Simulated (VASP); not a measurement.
Crystal: BeZn2Se3.

```
Be Zn Se
1.0
     3.84308    0.00000    0.00000
    -1.92154    3.32821    0.00000
     0.00000    0.00000    9.60226
Be Zn Se
1 2 3
Cartesian
  0.0000 0.0000 4.8011
  0.0000 2.2188 4.8011
  1.9215 1.1094 4.8011
  0.0000 0.0000 7.4235
  0.0000 0.0000 2.1788
  0.0000 0.0000 0.0000
```

The cell was built by a generator and needn't be a form met in nature.

| Item | Value |
| --- | --- |
| Program | VASP 6.6.1 |
| Task | relaxation of cell and atoms |
| Functional | PBE |
| Potentials or basis | VASP PAW PBE potentials, release 64 (Be, Zn, Se) |
| Cutoff | 520 eV |
| k mesh | 4 × 4 × 2 |
| Occupations | gaussian, width 0.15 eV |
| Spin | no spin polarisation |

At the start: pressure 13.6 GPa; volume 20.47 Å³/atom.

Where does the relaxation end?

Over 11 steps the energy falls by 329.9 meV/atom and the volume is 25.31 Å³/atom (+23.6 %); space group P6/mmm (No. 191, to 0.05 Å).

The path:
| step | energy change (eV) | largest force (eV/Å) | pressure (GPa) | volume (Å³) |
| --- | --- | --- | --- | --- |
| 1 | 0.0000 | 3.5436 | 13.63 | 122.82 |
| 2 | -1.2121 | 0.0718 | -3.46 | 156.43 |
| 3 | -1.2817 | 0.5264 | -1.06 | 147.80 |
| 4 | -1.7276 | 1.2466 | -0.61 | 149.48 |
| 5 | -1.7865 | 1.6260 | 0.30 | 150.00 |
| 6 | -1.9667 | 0.3617 | -0.31 | 152.19 |
| 7 | -1.9713 | 0.1794 | -0.37 | 152.56 |
| 8 | -1.9714 | 0.1499 | -0.17 | 152.61 |
| 9 | -1.9795 | 0.0598 | -0.54 | 151.73 |
| 10 | -1.9795 | 0.0612 | -0.45 | 151.77 |
| 11 | -1.9795 | 0.0683 | -0.40 | 151.85 |

Final structure:
```
Be Zn Se
1.0
     4.35152    0.00000    0.00000
    -2.17576    3.76852    0.00000
     0.00000    0.00000    9.26002
Be Zn Se
1 2 3
Direct
  0.00000 0.00000 0.50000
  0.33333 0.66667 0.50000
  0.66667 0.33333 0.50000
  0.00000 0.00000 0.73848
  0.00000 0.00000 0.26152
  0.00000 0.00000 0.00000
```

Caveat: the k mesh is coarse (spacing up to 0.47 Å⁻¹), so the values aren't converged; the volume moved by over 15 % at a fixed basis, so the end points are rough.
